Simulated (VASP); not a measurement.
All values below come from PBE GGA, VASP's PBE PAW potentials (set 64) (plane waves; VASP).

VASP ran on this input.

### INCAR
```
! general
SYSTEM  = TiAl
PREC    = Accurate
ENCUT   = 400
LREAL   = .FALSE.   ! projection in real space or not
LASPH   = .TRUE.

! electronic loop
EDIFF   = 1E-6
NELM    = 100
ALGO    = Normal
LMAXMIX = 4   ! l cut-off of mixed one-centre charges

! smearing
ISMEAR  = 1
SIGMA   = 0.1   ! width (eV)

! functional
GGA     = PE

! ions
IBRION  = 2
NSW     = 60
ISIF    = 3
EDIFFG  = -0.01   ! ionic stop

! output
LWAVE   = .FALSE.
LCHARG  = .FALSE.
```

POSCAR:
```
TiAl
1
    2.8300000000     0.0000000000     0.0000000000
    0.0000000000     2.8300000000     0.0000000000
    0.0000000000     0.0000000000     4.0700000000
Ti Al
1 1
Direct
  0.0000000000   0.0000000000   0.0000000000
  0.5000000000   0.5000000000   0.5000000000
```

### KPOINTS
```
Automatic mesh
0
Gamma
12 12 8
0 0 0
```

POTCAR, in this order: Ti_sv Al (PBE.64 set). Program: vasp_std.

Task: What will the output report for the number of irreducible k-points (NKPTS), number of bands (NBANDS), largest plane-wave count, number of space-group operations, FFT grid (NGX, NGY, NGZ)?

Result: 
The number of irreducible k-points (NKPTS) is 140 and the number of bands (NBANDS) is 11. The largest plane-wave count comes out as 608, the number of space-group operations is 16 and the FFT grid (NGX, NGY, NGZ) is 18 × 18 × 28.

The compound is TiAl in the L1_0 structure. This run relaxes it. Symmetry was kept, so distortions that lower it aren't found. The electron count is odd and the run is not spin-polarised, which forces a metal.
